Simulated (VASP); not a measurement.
# A VASP study of EuAg4Sb2 (PBEsol + U): structure first, properties next, part 6 of 6

How well does PBEsol + U reproduce what experiment finds for EuAg4Sb2? The cell is relaxed first, and properties follow on it. The start is a cell from a database of measured crystal structures.

VASP 6.6.1, plane waves and PAW; the level of theory is named at each step.

Still holding for the runs below: The cell holds one magnetic atom, so no antiferromagnetic order fits into it. Experiment finds antiferromagnetic order in this phase (below 10.5 K, arxiv:2406.18252), so this ferromagnetic run describes another state.

So far. Step 4 (Density, ELF and potential (PBEsol + U)): In this run the pressure is 0.01 GPa, small enough to go on. Step 5 (Bands along the symmetry lines (PBEsol + U)): There is no gap at this level. The relaxed cell has a = 4.667, c = 24.453 Å (conventional setting).

## (6) Total and projected DOS (PBEsol + U)

Level of this step: PBEsol, DFT+U (Eu f 7 eV), spin-polarised from a ferromagnetic start; plane waves and PAW (Eu, Ag, Sb) (VASP).

Here the states are counted by energy and projected on the atoms. The mesh is finer than in the run before.

Contents of INCAR:

```
SYSTEM = EuAg4Sb2
PREC = Accurate
ENCUT = 450
EDIFF = 1E-06
NELM = 150
ISMEAR = -5
SIGMA = 0.2
LREAL = .FALSE.
ALGO = Normal
GGA = PS
NBANDS = 58
ISPIN = 2
MAGMOM = 6.756 -0.002 -0.002 -0.006 -0.006 -0.018 -0.018
LDAU = .TRUE.
LDAUTYPE = 2
LDAUL = 3 -1 -1
LDAUU = 7 0 0
LDAUJ = 0 0 0
LDAUPRINT = 1
LASPH = .TRUE.
LMAXMIX = 6
AMIX = 0.2
BMIX = 1E-04
AMIX_MAG = 0.8
BMIX_MAG = 1E-04
LORBIT = 11
LWAVE = .FALSE.
LCHARG = .FALSE.
KPAR = 4
NEDOS = 2001
```

Contents of POSCAR:

```
EuAg4Sb2
1.0
    2.3332787464      1.3471191123      8.1510520038
   -2.3332787464      1.3471191123      8.1510520038
    0.0000000000     -2.6942382246      8.1510520038
Eu Ag Sb
1 4 2
Direct
    0.0000000000      0.0000000000      0.0000000000
    0.1430778566      0.1430778566      0.1430778566
    0.8569221434      0.8569221434      0.8569221434
    0.4358117185      0.4358117185      0.4358117185
    0.5641882815      0.5641882815      0.5641882815
    0.2577397176      0.2577397176      0.2577397176
    0.7422602824      0.7422602824      0.7422602824
```

Contents of KPOINTS:

```
Automatic mesh
0
Gamma
8 8 8
0 0 0
```

PAW data sets: Eu, Ag and Sb (PBE family, release 64).

The run is started by

```bash
$ mpirun -np 4 vasp_std
```

What it wrote:

```text
[... set-up lines as in an earlier step ...]
 entering main loop
       N       E                     dE             d eps       ncg     rms          rms(c)
DAV:   1     0.446982451226E+03    0.44698E+03   -0.26416E+04 22848   0.346E+03
DAV:   2     0.199236963192E+02   -0.42706E+03   -0.38678E+03 23056   0.493E+02
DAV:   3    -0.271581818646E+02   -0.47082E+02   -0.45434E+02 21874   0.111E+02
DAV:   4    -0.311661412338E+02   -0.40080E+01   -0.39750E+01 28252   0.237E+01
DAV:   5    -0.314574470926E+02   -0.29131E+00   -0.29097E+00 24832   0.686E+00    0.365E+01
DAV:   6    -0.356392613450E+02   -0.41818E+01   -0.44434E+00 25210   0.542E+01    0.186E+01
DAV:   7    -0.355702847273E+02    0.68977E-01   -0.17314E+00 21462   0.803E+00    0.123E+01
DAV:   8    -0.354945441952E+02    0.75741E-01   -0.43690E-01 24520   0.123E+01    0.107E+01
DAV:   9    -0.354994439514E+02   -0.48998E-02   -0.54699E-02 25302   0.109E+00    0.938E+00
DAV:  10    -0.354925845808E+02    0.68594E-02   -0.40806E-02 22682   0.396E+00    0.537E+00
DAV:  11    -0.354936147686E+02   -0.10302E-02   -0.57385E-02 21854   0.444E+00    0.287E+00
DAV:  12    -0.354882059718E+02    0.54088E-02   -0.17996E-02 23348   0.289E+00    0.392E-01
DAV:  13    -0.354881423697E+02    0.63602E-04   -0.28761E-03 24640   0.276E-01    0.536E-01
DAV:  14    -0.354880531441E+02    0.89226E-04   -0.19877E-04 28184   0.853E-02    0.307E-01
DAV:  15    -0.354880051364E+02    0.48008E-04   -0.44509E-05 23108   0.468E-02    0.233E-01
DAV:  16    -0.354879973374E+02    0.77990E-05   -0.30022E-05 24704   0.100E-01    0.524E-02
DAV:  17    -0.354880022966E+02   -0.49592E-05   -0.87906E-06 23990   0.229E-02    0.388E-02
DAV:  18    -0.354880046948E+02   -0.23982E-05   -0.81626E-07 10760   0.589E-03    0.223E-02
DAV:  19    -0.354880052920E+02   -0.59719E-06   -0.25176E-07  8834   0.840E-03
   1 F= -.35488005E+02 E0= -.35488005E+02  d E =0.000000E+00  mag=     7.0494
 -----------------------------------------------------------------------------
|                                                                             |
|           W    W    AA    RRRRR   N    N  II  N    N   GGGG   !!!           |
|           W    W   A  A   R    R  NN   N  II  NN   N  G    G  !!!           |
|           W    W  A    A  R    R  N N  N  II  N N  N  G       !!!           |
|           W WW W  AAAAAA  RRRRR   N  N N  II  N  N N  G  GGG   !            |
|           WW  WW  A    A  R   R   N   NN  II  N   NN  G    G                |
|           W    W  A    A  R    R  N    N  II  N    N   GGGG   !!!           |
|                                                                             |
|     Tetrahedron method does not include variations of the Fermi             |
|     occupations, so forces and stress will be inaccurate. We suggest        |
|     using a different smearing scheme ISMEAR = 1 or 2 for metals in         |
|     relaxations.                                                            |
|                                                                             |
 -----------------------------------------------------------------------------
```

The job ended after 8.1 min (4 MPI ranks of Intel Xeon 6975P-C (Granite Rapids), shared host; peak memory 4.5 GiB).

Parts of OUTCAR (step 6):

```text
   k-points           NKPTS =     65   k-points in BZ     NKDIM =     65   number of bands    NBANDS=     58

   NELECT =      71.0000    total number of electrons

atom =   1  type =  1  l = 3

 onsite density matrix

spin component  1

  0.9754 -0.0000 -0.0000  0.0017 -0.0000 -0.0000  0.0000
 -0.0000  0.9721 -0.0000  0.0000 -0.0014 -0.0000  0.0000
 -0.0000 -0.0000  0.9771  0.0000  0.0000 -0.0014 -0.0000
  0.0017  0.0000  0.0000  0.9747  0.0000 -0.0000  0.0000
 -0.0000 -0.0014  0.0000  0.0000  0.9771  0.0000 -0.0000
 -0.0000 -0.0000 -0.0014 -0.0000  0.0000  0.9721  0.0000
  0.0000  0.0000 -0.0000  0.0000 -0.0000  0.0000  0.9775

spin component  2

  0.0009 -0.0000 -0.0000 -0.0007 -0.0000  0.0000  0.0000
 -0.0000  0.0013 -0.0000  0.0000  0.0001 -0.0000 -0.0000
 -0.0000 -0.0000  0.0007  0.0000  0.0000  0.0001 -0.0000
 -0.0007  0.0000  0.0000  0.0011  0.0000 -0.0000  0.0000
 -0.0000  0.0001  0.0000  0.0000  0.0007  0.0000 -0.0000
  0.0000 -0.0000  0.0001 -0.0000  0.0000  0.0013 -0.0000
  0.0000 -0.0000 -0.0000  0.0000 -0.0000 -0.0000  0.0005

 occupancies and eigenvectors

  o =  0.0003  v =  0.0000  0.0000  0.0000  0.0000  0.0000  0.0000  0.0000  0.7630 -0.0000  0.0000  0.6464  0.0000  0.0000  0.0000      0.0000  0.0000  0.0000  0.0000  0.0000  0.0000  0.0000  0.0000  0.0000  0.0000  0.0000  0.0000  0.0000  0.0000
  o =  0.0005  v =  0.0000  0.0000  0.0000  0.0000  0.0000  0.0000  0.0000  0.0000  0.0000 -0.0000  0.0000 -0.0000 -0.0000 -1.0000      0.0000  0.0000  0.0000  0.0000  0.0000  0.0000  0.0000  0.0000  0.0000  0.0000  0.0000  0.0000  0.0000  0.0000
  o =  0.0007  v =  0.0000  0.0000  0.0000  0.0000  0.0000  0.0000  0.0000  0.0000 -0.0000  0.9831 -0.0000  0.0000 -0.1830 -0.0000      0.0000  0.0000  0.0000  0.0000  0.0000  0.0000  0.0000  0.0000  0.0000  0.0000  0.0000  0.0000  0.0000  0.0000
  o =  0.0007  v =  0.0000  0.0000  0.0000  0.0000  0.0000  0.0000  0.0000 -0.0000 -0.1830 -0.0000 -0.0000  0.9831  0.0000 -0.0000      0.0000  0.0000  0.0000  0.0000  0.0000  0.0000  0.0000  0.0000  0.0000  0.0000  0.0000  0.0000  0.0000  0.0000
  o =  0.0013  v =  0.0000  0.0000  0.0000  0.0000  0.0000  0.0000  0.0000  0.0000  0.0000 -0.1830 -0.0000  0.0000 -0.9831  0.0000      0.0000  0.0000  0.0000  0.0000  0.0000  0.0000  0.0000  0.0000  0.0000  0.0000  0.0000  0.0000  0.0000  0.0000
  o =  0.0013  v =  0.0000  0.0000  0.0000  0.0000  0.0000  0.0000  0.0000  0.0000 -0.9831 -0.0000  0.0000 -0.1830 -0.0000  0.0000      0.0000  0.0000  0.0000  0.0000  0.0000  0.0000  0.0000  0.0000  0.0000  0.0000  0.0000  0.0000  0.0000  0.0000
  o =  0.0017  v =  0.0000  0.0000  0.0000  0.0000  0.0000  0.0000  0.0000 -0.6464  0.0000  0.0000  0.7630  0.0000 -0.0000  0.0000      0.0000  0.0000  0.0000  0.0000  0.0000  0.0000  0.0000  0.0000  0.0000  0.0000  0.0000  0.0000  0.0000  0.0000
  o =  0.9717  v = -0.0000 -0.0000  0.2573  0.0000 -0.0000  0.9663 -0.0000  0.0000  0.0000  0.0000  0.0000  0.0000  0.0000  0.0000      0.0000  0.0000  0.0000  0.0000  0.0000  0.0000  0.0000  0.0000  0.0000  0.0000  0.0000  0.0000  0.0000  0.0000
  o =  0.9717  v = -0.0000  0.9663  0.0000  0.0000  0.2573  0.0000  0.0000  0.0000  0.0000  0.0000  0.0000  0.0000  0.0000  0.0000      0.0000  0.0000  0.0000  0.0000  0.0000  0.0000  0.0000  0.0000  0.0000  0.0000  0.0000  0.0000  0.0000  0.0000
  o =  0.9733  v = -0.6311  0.0000 -0.0000  0.7757  0.0000 -0.0000  0.0000  0.0000  0.0000  0.0000  0.0000  0.0000  0.0000  0.0000      0.0000  0.0000  0.0000  0.0000  0.0000  0.0000  0.0000  0.0000  0.0000  0.0000  0.0000  0.0000  0.0000  0.0000
  o =  0.9768  v =  0.7757  0.0000  0.0000  0.6311  0.0000 -0.0000  0.0000  0.0000  0.0000  0.0000  0.0000  0.0000  0.0000  0.0000      0.0000  0.0000  0.0000  0.0000  0.0000  0.0000  0.0000  0.0000  0.0000  0.0000  0.0000  0.0000  0.0000  0.0000
  o =  0.9774  v =  0.0000 -0.0000 -0.9663  0.0000  0.0000  0.2573  0.0000  0.0000  0.0000  0.0000  0.0000  0.0000  0.0000  0.0000      0.0000  0.0000  0.0000  0.0000  0.0000  0.0000  0.0000  0.0000  0.0000  0.0000  0.0000  0.0000  0.0000  0.0000
  o =  0.9774  v = -0.0000 -0.2573  0.0000 -0.0000  0.9663 -0.0000  0.0000  0.0000  0.0000  0.0000  0.0000  0.0000  0.0000  0.0000      0.0000  0.0000  0.0000  0.0000  0.0000  0.0000  0.0000  0.0000  0.0000  0.0000  0.0000  0.0000  0.0000  0.0000
  o =  0.9775  v =  0.0000  0.0000 -0.0000 -0.0000 -0.0000  0.0000  1.0000  0.0000  0.0000  0.0000  0.0000  0.0000  0.0000  0.0000      0.0000  0.0000  0.0000  0.0000  0.0000  0.0000  0.0000  0.0000  0.0000  0.0000  0.0000  0.0000  0.0000  0.0000

 E-fermi :   7.2913

 spin component 1
 k-point     1 :       0.0000    0.0000    0.0000
  band No.  band energies     occupation
    ...
     33       5.6253      1.00000
     34       5.6495      1.00000
     35       6.6380      1.00000
     36       6.6380      1.00000
     37       6.7930      1.00000
     38       7.4975     -0.27346
     39       8.0315      0.00000
     40       8.0315      0.00000
     41       8.5075      0.00000
     42       8.5980      0.00000
    ...

 k-point     2 :       0.1250    0.0000    0.0000
  band No.  band energies     occupation
    ...
     34       5.6371      1.00000
     35       5.9043      1.00000
     36       6.5544      1.00000
     37       6.5571      1.00000
     38       7.2726      0.84609
     39       7.4402      0.22206
     40       8.2925      0.00000
     41       8.5045      0.00000
     42       8.6464      0.00000
     43       9.7402      0.00000
    ...

  Total        0.1743555      0.1743555      0.0864546      0.0000000      0.0000000      0.0000000
  in kB        1.8172252      1.8172252      0.9010756      0.0000000      0.0000000      0.0000000
  external PRESSURE =       1.5118420 kB  Pullay stress =       0.0000000 kB

 POSITION                                       TOTAL-FORCE (eV/Angst)
 -----------------------------------------------------------------------------------
      0.00000      0.00000      0.00000         0.000000      0.000000      0.000000
      0.00000      0.00000      3.49871         0.000000     -0.000000     -0.026110
      0.00000      0.00000     20.95445         0.000000      0.000000      0.026110
      0.00000      0.00000     10.65697         0.000000      0.000000     -0.004517
      0.00000      0.00000     13.79618         0.000000     -0.000000      0.004517
      0.00000      0.00000      6.30255         0.000000      0.000000     -0.045375
      0.00000      0.00000     18.15061         0.000000      0.000000      0.045375
 -----------------------------------------------------------------------------------
    total drift:                                0.000000      0.000000     -0.000000

  FREE ENERGIE OF THE ION-ELECTRON SYSTEM (eV)
  ---------------------------------------------------
  free  energy   TOTEN  =       -35.4880052920 eV

  energy  without entropy=      -35.4880052920  energy(sigma->0) =      -35.48800529

 magnetization (x)
# of ion       s       p       d       f       tot
--------------------------------------------------
    1       -0.012  -0.103   0.059   6.812   6.756
    2        0.001  -0.000  -0.003   0.000  -0.002
    3        0.001  -0.000  -0.003   0.000  -0.002
    4       -0.004   0.000  -0.003   0.000  -0.006
    5       -0.004   0.000  -0.003   0.000  -0.006
    6       -0.005  -0.015   0.002   0.000  -0.018
    7       -0.005  -0.015   0.002   0.000  -0.018
--------------------------------------------------
tot         -0.028  -0.132   0.050   6.812   6.703

[... 6 parts as in an earlier step ...]

[... 15 further parts left out ...]
```

Flat bands give spikes narrower than the energy grid here, so the curve is not tabled. With tetrahedra the forces and stress of a metal are not exact derivatives of the energy.

Numbers from this step:

```yaml
scf_cycles: 19
irreducible_k_points: 65
free_energy_toten: -35.49 eV
fermi_energy: 7.291 eV
pressure: 0.1512 GPa
moment_of_the_cell_from_the_last_line_of_the_log: 7.049 μB
dos_at_the_fermi_level: 1.344 states/eV/cell
```

The finer mesh and the other smearing move the Fermi level by -0.00 eV from the 6×6×6 run, a small shift, which tests the Fermi level alone.

## (7) Zone-centre phonons (PBEsol + U)

Zone-centre modes test whether the atoms sit at a minimum within this cell. IBRION = 6 takes the force constants from differences of forces between displaced cells, so the forces must be tight.

INCAR, as its differences from that of step 6:

```diff
@@ -3,5 +3,5 @@
 ENCUT = 450
-EDIFF = 1E-06
+EDIFF = 1E-08
 NELM = 150
-ISMEAR = -5
+ISMEAR = 1
 SIGMA = 0.2
@@ -10,3 +10,3 @@
 GGA = PS
-NBANDS = 58
+NBANDS = 47
 ISPIN = 2
@@ -29,2 +29,6 @@
 KPAR = 4
-NEDOS = 2001
+IBRION = 6
+NFREE = 2
+POTIM = 0.015
+ISIF = 2
+NSW = 1
```

POSCAR is that of step 6.

KPOINTS is that of step 6.

The run is started by

```bash
$ mpirun -np 4 vasp_std
```

What it wrote:

```text
[... set-up lines as in an earlier step ...]
 entering main loop
       N       E                     dE             d eps       ncg     rms          rms(c)
DAV:   1     0.456993244211E+03    0.45699E+03   -0.27269E+04 18193   0.429E+03
DAV:   2     0.193117508829E+02   -0.43768E+03   -0.40340E+03 19284   0.623E+02
DAV:   3    -0.276264418827E+02   -0.46938E+02   -0.45882E+02 18614   0.121E+02
DAV:   4    -0.312712479435E+02   -0.36448E+01   -0.36270E+01 23504   0.245E+01
[...]
DAV:  20    -0.354905573660E+02   -0.18138E-06   -0.31685E-07 17795   0.236E-03    0.745E-03
DAV:  21    -0.354905573817E+02   -0.15650E-07   -0.33494E-08 11512   0.176E-03    0.581E-03
DAV:  22    -0.354905573726E+02    0.90504E-08   -0.43186E-08 14562   0.235E-03
   1 F= -.35490557E+02 E0= -.35490131E+02  d E =-.127786E-02  mag=     7.0470
[... from here on, the cycles between the ionic steps are left out ...]
   2 F= -.35490150E+02 E0= -.35489724E+02  d E =-.127762E-02  mag=     7.0470
   3 F= -.35490150E+02 E0= -.35489724E+02  d E =-.127775E-02  mag=     7.0470
   4 F= -.35490032E+02 E0= -.35489606E+02  d E =-.127693E-02  mag=     7.0470
   5 F= -.35490032E+02 E0= -.35489606E+02  d E =-.127693E-02  mag=     7.0470
   6 F= -.35490226E+02 E0= -.35489800E+02  d E =-.127784E-02  mag=     7.0470
   7 F= -.35490226E+02 E0= -.35489800E+02  d E =-.127786E-02  mag=     7.0470
   8 F= -.35489920E+02 E0= -.35489486E+02  d E =-.130378E-02  mag=     7.0469
   9 F= -.35490353E+02 E0= -.35489936E+02  d E =-.125108E-02  mag=     7.0471
  10 F= -.35489931E+02 E0= -.35489505E+02  d E =-.127720E-02  mag=     7.0470
  11 F= -.35489931E+02 E0= -.35489505E+02  d E =-.127721E-02  mag=     7.0470
  12 F= -.35490480E+02 E0= -.35490039E+02  d E =-.132398E-02  mag=     7.0470
[...]
hard stop encountered!  aborting job ...
[...]
|     The electronic self-consistency was not achieved in the given           |
[...]
soft stop encountered!  aborting job ...
  13 F= -.35482060E+02 E0= -.35481649E+02  d E =-.123103E-02  mag=     7.0472
 deleting file STOPCAR
```

It took 1.7 h on 4 MPI ranks; peak memory 14 GiB.

The run was stopped at its time limit, by a STOPCAR file.

More ranks or a longer limit would be the way on.

## (8) Outcome

```yaml
relaxed_volume: 21.96 Å³/atom
relaxed_conventional_cell_a_b_c: 4.667, 4.667, 24.453 Å; angles 90.0, 90.0, 120.0°
space_group_after_relaxing_within_0p02_a: R-3m (No. 166)
moment_of_the_cell_6x6x6_mesh: 7.05 μB
largest_site_moment_6x6x6_mesh: 6.76 μB on Eu1
band_gap: none, a metal
dos_at_the_fermi_level: 1.34 states/eV/cell
```

**Reading.** With PBEsol + U, EuAg4Sb2 relaxes to 21.96 Å³/atom in space group R-3m, comes out as a metal and keeps moments of up to 6.76 μB (6×6×6 mesh). Against the listed cell the volume lies -3.3 % (a -1.2 %, c -1.0 %). Not obtained: zone-centre phonons (PBEsol + U), because the run hit its time limit. Bands along the symmetry lines (PBEsol + U), spin up: Of the bands kept, 3 cross the Fermi level on this path. Bands along the symmetry lines (PBEsol + U), spin down: Of the bands kept, 3 cross the Fermi level on this path. Spin-orbit coupling is left out, and with elements this heavy it would split and shift bands near the Fermi level. Only the typed magnetic starts were tried, so the magnetic ground state may differ and with it the other results. Only ferromagnetic starts were used, while the crystal orders antiferromagnetically, so what depends on the order belongs to another state. No search among competing phases was made, and a listed structure need not be the one stable at ambient conditions. All values are for a static lattice at zero temperature.

Calculation against experiment:

```
              quantity  measured    PBEsol, DFT+U
lattice constant a (Å)    4.7189   4.667 (-1.1 %)
lattice constant c (Å)    24.661  24.453 (-0.8 %)
```

Measured values from arxiv:2406.18252 (2024).

How well it matches: The lattice constant a is off by -1.1 %. The lattice constant c is off by -0.8 %. The runs are ferromagnetic and the sample is antiferromagnetic, so the match is not graded. Zero-point motion and thermal expansion (measured at up to 300 K) are not in the computed lattice constants.

[Lines on the potential files, build, host, timing and source positions are cut from VASP's logs without a mark.]

[Logs are printed without paths, hosts, clocks, repeated set-up lines and the standing remarks that a program may print on its own settings, such as how far it seeks lower states.]

[Hosts, paths, dates, database ids (printed as entryN), source tags and the programs' standing remarks are cut or masked in the printed files.]

[A measured line is paired with the nearest computed mode of its activity, which favours agreement.]
